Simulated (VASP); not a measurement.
All values below come from LDA (Ceperley-Alder, Perdew-Zunger), VASP's LDA PAW potentials (set 64) (plane waves; VASP).

A VASP calculation is set up with these files.

**POSCAR**
```
CuZn
1
    2.8694015729    -0.0000000000     0.0000000000
    0.0000000000     2.8694015729     0.0000000000
   -0.0000000000     0.0000000000     2.8694015729
Zn Cu
1 1
Direct
  0.5000000000   0.5000000000   0.5000000000
  0.0000000000   0.0000000000   0.0000000000
```

### INCAR
```
SYSTEM = CuZn
PREC = Accurate
ENCUT = 400
EDIFF = 1E-7
NELM = 100
ALGO = Normal
LREAL = .FALSE.
LASPH = .TRUE.
ISMEAR = -5
LMAXMIX = 4
LWAVE = .FALSE.
LCHARG = .TRUE.
LORBIT = 11
NEDOS = 601
ISIF = 2
```

KPOINTS:
```
Automatic mesh
0
Gamma
  14 14 14
0 0 0
```

POTCAR, in this order: Zn Cu (LDA.64 set). Program: vasp_std.

The run wrote:

### OUTCAR
```
 ion  position               nearest neighbor table
   1  0.500  0.500  0.500-   2 2.48   2 2.48   2 2.48   2 2.48   2 2.48   2 2.48   2 2.48   2 2.48
  LATTYP: Found a simple cubic cell.
 ALAT       =     2.8694015729
 Subroutine PRICEL returns:
 Original cell was already a primitive cell.
 Subroutine GETGRP returns: Found 48 space group operations
The static configuration has the point symmetry O_h .
The dynamic configuration has the point symmetry O_h .
 Subroutine INISYM returns: Found 48 space group operations
 Subroutine IBZKPT returns following result:
 Found    120 irreducible k-points:

 Following reciprocal coordinates:
            Coordinates               Weight
  0.000000  0.000000  0.000000      1.000000
  0.071429  0.000000  0.000000      6.000000
  0.142857  0.000000  0.000000      6.000000
  0.214286  0.000000  0.000000      6.000000
  0.285714  0.000000  0.000000      6.000000
  0.357143  0.000000  0.000000      6.000000
  0.428571  0.000000  0.000000      6.000000
  0.500000  0.000000  0.000000      3.000000
  0.071429  0.071429  0.000000     12.000000
  0.142857  0.071429  0.000000     24.000000
  0.214286  0.071429  0.000000     24.000000
  0.285714  0.071429  0.000000     24.000000
  0.357143  0.071429  0.000000     24.000000
  0.428571  0.071429  0.000000     24.000000
  0.500000  0.071429  0.000000     12.000000
  0.142857  0.142857  0.000000     12.000000
  0.214286  0.142857  0.000000     24.000000
  0.285714  0.142857  0.000000     24.000000
  0.357143  0.142857  0.000000     24.000000
  0.428571  0.142857  0.000000     24.000000
  0.500000  0.142857  0.000000     12.000000
  0.214286  0.214286  0.000000     12.000000
  0.285714  0.214286  0.000000     24.000000
  0.357143  0.214286  0.000000     24.000000
  0.428571  0.214286  0.000000     24.000000
  0.500000  0.214286  0.000000     12.000000
  0.285714  0.285714  0.000000     12.000000
  0.357143  0.285714  0.000000     24.000000
  0.428571  0.285714  0.000000     24.000000
  0.500000  0.285714  0.000000     12.000000
  0.357143  0.357143  0.000000     12.000000
  0.428571  0.357143  0.000000     24.000000
  0.500000  0.357143  0.000000     12.000000
  0.428571  0.428571  0.000000     12.000000
  0.500000  0.428571  0.000000     12.000000
  0.500000  0.500000  0.000000      3.000000
  0.071429  0.071429  0.071429      8.000000
  0.142857  0.071429  0.071429     24.000000
  0.214286  0.071429  0.071429     24.000000
  0.285714  0.071429  0.071429     24.000000
   k-points           NKPTS =    120   k-points in BZ     NKDIM =    120   number of bands    NBANDS=     15
   number of dos      NEDOS =    601   number of ions     NIONS =      2
   total plane-waves  NPLWV =   8000
   dimension x,y,z NGX =    20 NGY =   20 NGZ =   20
   dimension x,y,z NGXF=    40 NGYF=   40 NGZF=   40
   ions per type =               1   1
   PREC   = accura    normal or accurate (medium, high low for compatibility)
   ISTART =      0    job   : 0-new  1-cont  2-samecut
   ICHARG =      2    charge: 1-file 2-atom 10-const
   ISPIN  =      1    spin polarized calculation?
   LNONCOLLINEAR =      F non collinear calculations
   LSORBIT =      F    spin-orbit coupling
   INIWAV =      1    electr: 0-lowe 1-rand  2-diag
   ENCUT  =  400.0 eV  29.40 Ry    5.42 a.u.   4.68  4.68  4.68*2*pi/ulx,y,z
   NELM   =    100;   NELMIN=  2; NELMDL= -5     # of ELM steps
   EDIFF  = 0.1E-06   stopping-criterion for ELM
   LREAL  =      F    real-space projection
   NLSPLINE    = F    spline interpolate recip. space projectors
   LMAXMIX     =    4 max onsite mixed and CHGCAR
   VOSKOWN=      0    Vosko Wilk Nusair interpolation
...
```

OSZICAR:
```
       N       E                     dE             d eps       ncg     rms          rms(c)
DAV:   1     0.960923900929E+02    0.96092E+02   -0.99204E+03  3839   0.218E+03
DAV:   2    -0.555386724988E+01   -0.10165E+03   -0.99219E+02  3607   0.303E+02
DAV:   3    -0.802621076000E+01   -0.24723E+01   -0.24579E+01  4457   0.645E+01
DAV:   4    -0.804240296564E+01   -0.16192E-01   -0.16199E-01  4146   0.457E+00
DAV:   5    -0.804263300372E+01   -0.23004E-03   -0.22995E-03  4935   0.584E-01    0.104E+01
DAV:   6    -0.772344286430E+01    0.31919E+00   -0.17797E+01  3952   0.117E+02    0.592E+00
DAV:   7    -0.681152777223E+01    0.91192E+00   -0.40477E+00  3854   0.114E+02    0.262E+00
DAV:   8    -0.680748614045E+01    0.40416E-02   -0.18781E-01  4476   0.589E+00    0.140E+00
DAV:   9    -0.679557394949E+01    0.11912E-01   -0.17049E-02  4707   0.333E+00    0.972E-02
DAV:  10    -0.679553679325E+01    0.37156E-04   -0.64185E-04  5603   0.406E-01    0.333E-02
DAV:  11    -0.679553520964E+01    0.15836E-05   -0.34419E-05  4696   0.200E-01    0.819E-03
DAV:  12    -0.679553769617E+01   -0.24865E-05   -0.51673E-06  4850   0.661E-02    0.286E-03
DAV:  13    -0.679553707420E+01    0.62197E-06   -0.42296E-07  3949   0.177E-02    0.363E-04
DAV:  14    -0.679553706417E+01    0.10028E-07   -0.20243E-08  2269   0.215E-03
   1 F= -.67955371E+01 E0= -.67955371E+01  d E =0.000000E+00
```

### OUTCAR
```
------------------------ aborting loop because EDIFF is reached ----------------------------------------
  FORCE on cell =-STRESS in cart. coord.  units (eV):
  Direction    XX          YY          ZZ          XY          YZ          ZX
  --------------------------------------------------------------------------------------
  Total        0.0298879      0.0298879      0.0298879      0.0000000     -0.0000000      0.0000000
  in kB        2.0269013      2.0269013      2.0269013      0.0000000     -0.0000000      0.0000000
  external PRESSURE =       2.0269013 kB  Pullay stress =       0.0000000 kB
  volume of cell :       23.63
      direct lattice vectors                 reciprocal lattice vectors
     2.869401573  0.000000000  0.000000000     0.348504723  0.000000000  0.000000000
     0.000000000  2.869401573  0.000000000     0.000000000  0.348504723  0.000000000
     0.000000000  0.000000000  2.869401573     0.000000000  0.000000000  0.348504723
 POSITION                                       TOTAL-FORCE (eV/Angst)
 -----------------------------------------------------------------------------------
      1.43470      1.43470      1.43470         0.000000      0.000000      0.000000
      0.00000      0.00000      0.00000         0.000000      0.000000      0.000000
 -----------------------------------------------------------------------------------
    total drift:                               -0.000000      0.000000      0.000000
  FREE ENERGIE OF THE ION-ELECTRON SYSTEM (eV)
  ---------------------------------------------------
  free  energy   TOTEN  =        -6.7955370642 eV

  energy  without entropy=       -6.7955370642  energy(sigma->0) =       -6.79553706

 total charge

# of ion       s       p       d       tot
------------------------------------------
    1        0.607   0.593   9.748  10.948
    2        0.455   0.440   9.192  10.087
--------------------------------------------------
tot          1.062   1.034  18.940  21.035
```
(Selected blocks of OUTCAR.)

OUTCAR:
```
 val. band max:        6.1394955070   @ k =   0.4286   0.3571   0.2143

 cond. band min:       6.2655651911   @ k =   0.4286   0.2857   0.2857


 Fermi energy:         6.1133787375

 k-point     1 :       0.0000    0.0000    0.0000
  band No.  band energies     occupation
      1      -4.8675      2.00000
      2      -2.0966      2.00000
      3      -2.0966      2.00000
      4      -1.2725      2.00000
      5      -1.2725      2.00000
      6      -1.2725      2.00000
      7       2.2507      2.00000
      8       2.2507      2.00000
      9       3.1755      2.00000
     10       3.1755      2.00000
     11       3.1755      2.00000
     12      12.5467      0.00000
     13      12.5467      0.00000
     14      12.5467      0.00000
     15      17.9894      0.00000

 k-point     2 :       0.0714    0.0000    0.0000
  band No.  band energies     occupation
      1      -4.7698      2.00000
      2      -2.0831      2.00000
      3      -2.0735      2.00000
      4      -1.2819      2.00000
      5      -1.2819      2.00000
      6      -1.2676      2.00000
      7       2.2426      2.00000
      8       2.2605      2.00000
      9       3.1386      2.00000
     10       3.1386      2.00000
     11       3.1704      2.00000
     12      11.6549      0.00000
     13      12.6995      0.00000
     14      12.6995      0.00000
     15      18.0383      0.00000

 k-point     3 :       0.1429    0.0000    0.0000
  band No.  band energies     occupation
      1      -4.4800      2.00000
      2      -2.0449      2.00000
      3      -2.0060      2.00000
      4      -1.3072      2.00000
      5      -1.3072      2.00000
      6      -1.2529      2.00000
      7       2.2194      2.00000
      8       2.2830      2.00000
      9       3.0395      2.00000
     10       3.0395      2.00000
     11       3.1568      2.00000
     12       9.8865      0.00000
     13      13.1463      0.00000
     14      13.1463      0.00000
     15      18.1865      0.00000
...
```

For a metal the tetrahedron method with Blöchl corrections gives inexact stress and forces.

The compound is CuZn in the CsCl type structure. It was relaxed first, which changed the volume by -8 %. The electron count is odd and the run is not spin-polarised, which forces a metal.
